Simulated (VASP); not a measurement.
Energy against volume of NaI (rock salt). Method: PBE GGA with D4 dispersion, VASP's PBE PAW potentials (set 64) (plane waves; VASP 6.6.1). Run with 520 eV cut-off, 7×7×7 Γ-centred mesh, Gaussian smearing of 0.050 eV, potentials Na_pv I.

```
V (Å³/atom)  E (eV/atom)
-----------  -----------
31.972          -2.85120
32.961          -2.85289
33.950          -2.85127
34.939          -2.84688
```

**Question.** Fit these four points and predict the energy of the run at 30.983 Å³/atom.

**Answer.** A cubic in V^(−2/3), the third-order Birch-Murnaghan form, passes through the four points with V0 = 32.94 Å³/atom and B0 = 18 GPa, and gives -2.8456 eV/atom there. The run gave -2.8456 eV/atom, -0.0 meV/atom from the fit; all five points give B0 = 18 GPa.

The compound is NaI in the rock salt structure. It was relaxed first.
